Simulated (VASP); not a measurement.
Hf:

```
CELL_PARAMETERS angstrom
3.19238 0.00000 0.00000
-1.59619 2.76469 0.00000
0.00000 0.00000 5.04504
ATOMIC_POSITIONS crystal
Hf 0.33333 0.66667 0.25000
Hf 0.66667 0.33333 0.75000
```

| Property | Result |
| --- | --- |
| Program | VASP 6.6.1 |
| Task | relaxation of cell and atoms |
| Functional | PBEsol |
| Potentials or basis | VASP PAW PBE potentials, release 64 (Hf) |
| Cutoff | 580 eV |
| k mesh | 15 × 15 × 8 |
| Occupations | gaussian, width 0.1 eV |
| Spin | no spin polarisation |

At the start: pressure -4.2 GPa; volume 22.26 Å³/atom.

Task: Where does the relaxation end?

Result: Over 10 steps the energy falls by 11.2 meV/atom and the volume is 21.44 Å³/atom (-3.7 %); space group P6_3/mmc (No. 194, to 0.05 Å).

The path:
```tsv
step	energy change (eV)	largest force (eV/Å)	pressure (GPa)	volume (Å³)
1	0.0000	0.0000	-4.18	44.53
2	0.0147	0.0000	6.17	40.89
3	-0.0224	0.0000	-0.04	42.89
4	-0.0224	0.0000	0.04	42.86
5	-0.0224	0.0000	-0.02	42.89
6	-0.0224	0.0000	-0.06	42.90
7	-0.0224	0.0000	-0.05	42.90
8	-0.0224	0.0000	-0.05	42.89
9	-0.0224	0.0000	0.13	42.86
10	-0.0225	0.0000	0.01	42.87
```

Final structure:
```yaml
crystal:
  lattice:
    - [3.15424, 0.00000, 0.00000]
    - [-1.57712, 2.73165, 0.00000]
    - [0.00000, 0.00000, 4.97587]
  atoms:
    - { symbol: Hf, position: [0.33333, 0.66667, 0.25000] }
    - { symbol: Hf, position: [0.66667, 0.33333, 0.75000] }
```

Caveat: the PAW data sets were made with another functional, which shifts forces and pressure a little.
